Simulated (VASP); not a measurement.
H2CSO4: single point with PBE+D3(BJ)

The system is H2CSO4.

```
O C H S
1.0
     8.81516    0.00000    0.00000
     0.00000    8.81516    0.00000
     0.00000    0.00000    8.81516
O C H S
20 5 10 5
Direct
  0.72744 0.35390 0.94792
  0.96275 0.40031 0.86304
  0.33456 0.30647 0.65412
  0.22611 0.53953 0.70421
  0.08680 0.70749 0.90012
  0.91634 0.77875 0.71604
  0.82357 0.98669 0.56673
  0.76237 0.10109 0.79139
  0.51703 0.85676 0.11967
  0.73800 0.78775 0.26409
  0.21496 0.06355 0.91113
  0.34326 0.25152 0.08054
  0.38133 0.98004 0.37156
  0.19992 0.82230 0.52283
  0.60394 0.24747 0.37384
  0.50562 0.51052 0.30755
  0.97539 0.39372 0.39587
  0.12485 0.51914 0.18959
  0.53013 0.72810 0.63529
  0.59836 0.45127 0.67011
  0.86140 0.40943 0.96016
  0.22532 0.40019 0.68776
  0.99774 0.80692 0.82634
  0.78657 0.10456 0.65316
  0.65044 0.88014 0.19725
  0.74767 0.27363 0.87048
  0.86633 0.47182 0.06956
  0.43787 0.36793 0.63560
  0.10528 0.34641 0.68932
  0.09621 0.61771 0.84537
  0.02612 0.92777 0.87101
  0.84506 0.88841 0.64380
  0.80119 0.21511 0.59235
  0.48784 0.74767 0.11308
  0.67520 0.99603 0.18090
  0.28490 0.09629 0.06466
  0.30674 0.94615 0.51749
  0.61516 0.38747 0.28299
  0.11025 0.47508 0.34766
  0.61497 0.61099 0.71294
```

The cell was built by a generator and needn't be a form met in nature.

```json
{"Program": "VASP 6.6.1", "Task": "single point", "Functional": "PBE", "Dispersion": "D3(BJ)", "Potentials or basis": "VASP PAW PBE potentials, release 64 (O, C, H, S)", "Cutoff": "520 eV", "k mesh": "1 × 1 × 1", "Occupations": "fermi-dirac, width 0.05 eV", "Spin": "no spin polarisation"}
```

```
Pressure                   : -1.1 GPa
Largest force              : 4.311 eV/Å
Band gap on the k mesh     : 1.56 eV, direct
Dispersion energy per atom : -0.056 eV
```

Forces in eV/Å, atoms in the order of the input:
```
O   -1.382 -1.241 -0.110
O   -0.750 -0.016  1.030
O    2.369  0.811 -0.660
O    1.244 -0.478  0.060
O   -1.398  3.951  1.014
O   -0.079 -1.300  0.599
O   -0.706  0.483  1.201
O   -0.374  0.004  0.341
O    0.686 -1.173  0.124
O   -2.765  1.927 -1.928
O    1.133  0.344  2.513
O   -0.109 -0.873  0.200
O   -0.723 -0.226  1.239
O   -0.243 -0.153 -0.116
O   -0.090  1.217 -0.627
O    0.413 -0.807  0.013
O   -0.193 -0.044 -0.126
O   -0.147 -0.110  0.316
O    0.139 -0.441 -0.055
O   -0.129  0.509 -0.392
C    2.164  1.962  0.548
C   -3.412  0.254 -0.255
C    2.080  1.110  1.270
C    1.420 -0.016 -1.136
C    1.542 -3.221  0.940
H   -1.089 -1.193 -0.870
H    0.733  0.240 -0.247
H   -1.658 -1.100  0.517
H    1.737 -0.071  0.154
H    0.275 -3.166 -1.794
H   -0.923 -1.456 -0.503
H    0.035  1.139 -1.007
H   -0.457 -0.414  0.052
H    0.260  0.546  0.445
H    0.487  1.695  0.224
S   -0.944  0.656 -2.753
S    0.787  0.483 -0.914
S   -0.453 -0.334  0.574
S    0.369  0.297 -0.190
S    0.149  0.205  0.310
```

Stress tensor (GPa, compression positive):
```
-1.06  0.96 -0.35
 0.96 -0.81  1.07
-0.35  1.07 -1.40
```

Levels at points of the mesh, in eV from the valence-band top:
```
           k point  band 87  band 88  band 89  band 90  band 91  band 92  band 93  band 94
(0.00, 0.00, 0.00)    -0.46    -0.27    -0.26     0.00     1.56     1.79     2.02     2.23
```

Wall time 3.5 min on 1 thread of Intel(R) Xeon(R) 6975P-C (Granite Rapids) (shared host), peak memory 0.68 GiB.

Caveat: the standard files for N, O and F lose accuracy on very short bonds. A hybrid or GW would open this gap; PBE tends to underestimate it.
